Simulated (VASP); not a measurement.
# AlCl (Fm-3m) in VASP: further runs, part 2 of 2

VASP 6.6.1. Earlier steps stand in the parts before.

### 3 Relaxation of cell and atoms, PBE+dDsC

Input file INCAR:

```
SYSTEM = AlCl
  PREC = Accurate
  ENCUT = 600
  EDIFF = 1E-7
  ISMEAR = -1
  SIGMA = 0.05
  LREAL = .False.
  LASPH = .True.
  NELM = 80
  ALGO = Fast
  ISIF = 3
  LWAVE = .False.
  LCHARG = .False.
  GGA = PE
  IVDW = 4
  IBRION = 2
  NSW = 60
  EDIFFG = -0.02
```

Input file KPOINTS:

```
regular mesh
0
Gamma
  8 8 8
  0 0 0
```

Input file POSCAR:

```
AlCl
1.0
    0.0000000000      2.8486347600      2.8486347600
    2.8486347600      0.0000000000      2.8486347600
    2.8486347600      2.8486347600      0.0000000000
Al Cl
1 1
Direct
    0.5000000000      0.5000000000      0.5000000000
    0.0000000000      0.0000000000      0.0000000000
```

Potentials or basis: VASP PAW PBE potentials, release 64 (Al, Cl).

The run is started by

```
$ cat potpaw_PBE.64/Al/POTCAR potpaw_PBE.64/Cl/POTCAR > POTCAR
$ mpirun -np 1 vasp_std > vasp.out
```

Run time: 56 s. Hardware: 1 thread of Intel Xeon Platinum 8488C (Sapphire Rapids), shared host; peak memory 0.18 GiB.

It converged, with:

```
Free energy                            : -6.5332 eV
Relaxed volume                         : 26.16 Å³/atom
Relaxed cell                           : a = 4.198 Å, b = 4.198 Å, c = 4.198 Å, α = 60.00°, β = 60.00°, γ = 60.00°
Space group after relaxing (to 0.05 Å) : Fm-3m (No. 225)
Energy gained by relaxing              : 51.8 meV/atom
Ionic steps                            : 6
Pressure after relaxing                : 0.0 GPa
Band gap on the k mesh                 : 0.21 eV, direct
Hirshfeld charges                      : Al +0.18; Cl -0.18 e
Dispersion energy per atom             : -0.236 eV
```

The path:
```
step  energy change (eV)  largest force (eV/Å)  pressure (GPa)  volume (Å³)
   1              0.0000                0.0000            3.56        46.23
   2             -0.0774                0.0000            1.24        49.76
   3             -0.0841                0.0000            0.98        50.24
   4             -0.0950                0.0000            0.51        51.21
   5             -0.1077                0.0000           -0.38        53.19
   6             -0.1037                0.0000            0.01        52.32
```

Final structure:
```
Al Cl
1.0
     0.00000    2.96849    2.96849
     2.96849    0.00000    2.96849
     2.96849    2.96849    0.00000
Al Cl
1 1
Direct
  0.50000 0.50000 0.50000
  0.00000 0.00000 0.00000
```

Levels at points of the mesh, in eV from the valence-band top:
| k point | band 3 | band 4 | band 5 | band 6 | band 7 | band 8 |
| --- | --- | --- | --- | --- | --- | --- |
| (0.00, 0.00, 0.00) | -4.25 | -4.25 | -4.06 | 4.94 | 4.94 | 4.94 |
| (0.50, 0.00, 0.00) | -4.37 | -4.37 | 0.00 | 0.21 | 2.44 | 2.44 |
| (0.50, 0.50, 0.00) | -4.93 | -4.93 | -3.30 | 3.08 | 3.62 | 4.58 |

### 4 Relaxation of cell and atoms, PBE+rVV10

Edit INCAR of step 3 so:

```diff
@@ -14,3 +14,6 @@
   GGA = PE
-  IVDW = 4
+  LUSE_VDW = .True.
+  IVDW_NL = 2
+  BPARAM = 10.0
+  CPARAM = 0.0093
   IBRION = 2
```

KPOINTS is that of step 3.

POSCAR is that of step 3.

Potentials or basis: VASP PAW PBE potentials, release 64 (Al, Cl).

The run is started by

```
$ cat potpaw_PBE.64/Al/POTCAR potpaw_PBE.64/Cl/POTCAR > POTCAR
$ mpirun -np 1 vasp_std > vasp.out
```

OUTCAR:

```text
SYSTEM = AlCl
   PREC = Accurate
   ENCUT = 600
   EDIFF = 1E-7
   ISMEAR = -1
   LREAL = .False.
   LASPH = .True.
   NELM = 80
   ISIF = 3
   GGA = PE
   IVDW_NL = 2
   BPARAM = 10.0
   IBRION = 2
   NSW = 60
   EDIFFG = -0.02

 ion  position               nearest neighbor table
   1  0.500  0.500  0.500-   2 2.85   2 2.85   2 2.85   2 2.85   2 2.85   2 2.85
   2  0.000  0.000  0.000-   1 2.85   1 2.85   1 2.85   1 2.85   1 2.85   1 2.85

  LATTYP: Found a face centered cubic cell.
 ALAT       =     5.6972695200

  Lattice vectors:

 A1 = (   0.0000000000,   2.8486347600,   2.8486347600)
 A2 = (   2.8486347600,   0.0000000000,   2.8486347600)
 A3 = (   2.8486347600,   2.8486347600,   0.0000000000)

Analysis of symmetry for initial positions (statically):
=====================================================================
 Subroutine PRICEL returns:
 Original cell was already a primitive cell.

 Routine SETGRP: Setting up the symmetry group for a
 face centered cubic supercell.

 Subroutine GETGRP returns: Found 48 space group operations
 (whereof 48 operations were pure point group operations)
 out of a pool of 48 trial point group operations.
[... 178 lines left out ...]
  in kB       49.1218011     49.1218011     49.1218011     -0.0000000     -0.0000000      0.0000000
  external PRESSURE =      49.1218011 kB  Pullay stress =       0.0000000 kB
[... 95 lines left out ...]
--------------------------------------- Ionic step        4  -------------------------------------------

 number of electron       9.9999998 magnetization

 Free energy of the ion-electron system (eV)
  ---------------------------------------------------
  ext. energy  EPLUGINS =         0.00000000
  ---------------------------------------------------
  free energy    TOTEN  =        -5.71089465 eV

  energy without entropy =       -5.71073453  energy(sigma->0) =       -5.71081459

 E-fermi :   3.4766     XC(G=0):  -8.2316

 val. band max:        3.2848395225   @ k =   0.5000   0.0000   0.0000
 cond. band min:       3.6684115689   @ k =   0.5000   0.0000   0.0000
 fundamental gap:      0.3835720463
 Fermi energy:         3.4766222694

 k-point     1 :       0.0000    0.0000    0.0000
  band No.  band energies     occupation
      1     -12.8777      2.00000
      2      -0.6335      2.00000
      3      -0.6297      2.00000
      4      -0.6297      2.00000
      5      -0.6297      2.00000
      6       8.2136      0.00000
      7       8.2136      0.00000
      8       8.2136      0.00000
      9       9.1538      0.00000
[... 265 lines left out ...]
 k-point    24 :      -0.3750    0.2500    0.1250
  band No.  band energies     occupation
      1     -12.6044      2.00000
      2      -2.8466      2.00000
      3      -1.3618      2.00000
      4      -0.9895      2.00000
      5       2.3014      2.00000
      6       4.6595      0.00000
      7       6.3569      0.00000
      8       6.4424      0.00000
      9      10.6042      0.00000

 [... further k-points ...]

------------------------ aborting loop because EDIFF is reached ----------------------------------------

  FORCE on cell =-STRESS in cart. coord.  units (eV):
  Direction    XX          YY          ZZ          XY          YZ          ZX
  --------------------------------------------------------------------------------------
  -------------------------------------------------------------------------------------
  Total        0.0023038      0.0023038      0.0023038     -0.0000000      0.0000000     -0.0000000
  in kB        0.0674277      0.0674277      0.0674277     -0.0000000      0.0000000     -0.0000000
  external PRESSURE =       0.0674277 kB  Pullay stress =       0.0000000 kB
[... 17 lines left out ...]
  FREE ENERGIE OF THE ION-ELECTRON SYSTEM (eV)
  ---------------------------------------------------
  free  energy   TOTEN  =        -5.7108946462 eV

  energy  without entropy=       -5.7107345268  energy(sigma->0) =       -5.71081459

 reached required accuracy - stopping structural energy minimisation
```

OSZICAR:

```text
N       E                     dE             d eps       ncg     rms          rms(c)
DAV:   1     0.331443931186E+02    0.33144E+02   -0.42361E+03   522   0.988E+02
DAV:   2    -0.354183747725E+01   -0.36686E+02   -0.35314E+02   769   0.122E+02
DAV:   3    -0.564787103042E+01   -0.21060E+01   -0.21035E+01   624   0.349E+01
[... 51 lines left out ...]
RMM:   5    -0.571089240484E+01    0.61047E-05   -0.70689E-05   524   0.734E-02    0.116E-02
RMM:   6    -0.571089501254E+01   -0.26077E-05   -0.21084E-05   522   0.398E-02    0.139E-02
RMM:   7    -0.571089488580E+01    0.12674E-06   -0.64893E-06   522   0.226E-02    0.477E-03
RMM:   8    -0.571089464446E+01    0.24135E-06   -0.56836E-07   492   0.853E-03    0.178E-03
RMM:   9    -0.571089464622E+01   -0.17665E-08   -0.14872E-07   354   0.413E-03
   4 F= -.57108946E+01 E0= -.57108146E+01  d E =-.113919E+00
```

Run time: 3.2 min. Hardware: 1 thread of Intel Xeon Platinum 8488C (Sapphire Rapids), shared host; peak memory 0.32 GiB.

Results:

```yaml
Free_energy: -5.7109 eV
Relaxed_volume: 27.37 Å³/atom
Relaxed_cell: a = 4.262 Å, b = 4.262 Å, c = 4.262 Å, α = 60.00°, β = 60.00°, γ = 60.00°
Space_group_after_relaxing_to_0.05_Å: Fm-3m (No. 225)
Energy_gained_by_relaxing: 57.0 meV/atom
Ionic_steps: 4
Pressure_after_relaxing: 0.0 GPa
Band_gap_on_the_k_mesh: 0.38 eV, direct
```

The path:
| step | energy change (eV) | largest force (eV/Å) | pressure (GPa) | volume (Å³) |
| --- | --- | --- | --- | --- |
| 1 | 0.0000 | 0.0000 | 4.91 | 46.23 |
| 2 | -0.0958 | 0.0000 | 1.58 | 51.14 |
| 3 | -0.1133 | 0.0000 | -0.28 | 55.45 |
| 4 | -0.1139 | 0.0000 | 0.01 | 54.74 |

Final structure:
```
Al Cl
1.0
     0.00000    3.01367    3.01367
     3.01367    0.00000    3.01367
     3.01367    3.01367    0.00000
Al Cl
1 1
Direct
  0.50000 0.50000 0.50000
  0.00000 0.00000 0.00000
```

Levels at points of the mesh, in eV from the valence-band top:
| k point | band 1 | band 2 | band 3 | band 4 | band 5 | band 6 | band 7 | band 8 | band 9 |
| --- | --- | --- | --- | --- | --- | --- | --- | --- | --- |
| (0.00, 0.00, 0.00) | -16.16 | -3.92 | -3.91 | -3.91 | -3.91 | 4.93 | 4.93 | 4.93 | 5.87 |
| (0.50, 0.00, 0.00) | -15.92 | -6.50 | -4.02 | -4.02 | 0.00 | 0.38 | 2.61 | 2.61 | 7.12 |
| (0.50, 0.50, 0.00) | -15.86 | -5.59 | -4.55 | -4.55 | -3.13 | 3.32 | 3.60 | 4.56 | 4.56 |

Caveat: the volume moved by over 15 % at a fixed basis, so the end points are rough. PBE gaps usually lie below the measured ones, often by a third to a half.

### 5 Overview

```csv
level,gap on the mesh (eV),pressure (GPa),relaxed volume (Å³/atom)
PBE+MBD-FI,0.38,0.0,26.99
PBE+dDsC,0.21,0.0,26.16
PBE+rVV10,0.38,0.0,27.37
```

Alike in all rows: task relaxation of cell and atoms; potentials or basis VASP PAW PBE potentials, release 64 (Al, Cl); no spin polarisation; cell relaxed; k mesh 8 × 8 × 8; cutoff (eV) 600; smearing fermi-dirac 0.05 eV.

Caveats: the volume moved by over 15 % at a fixed basis, so the end points are rough (some runs).

Absolute energies hang on the potentials; compare differences alone.
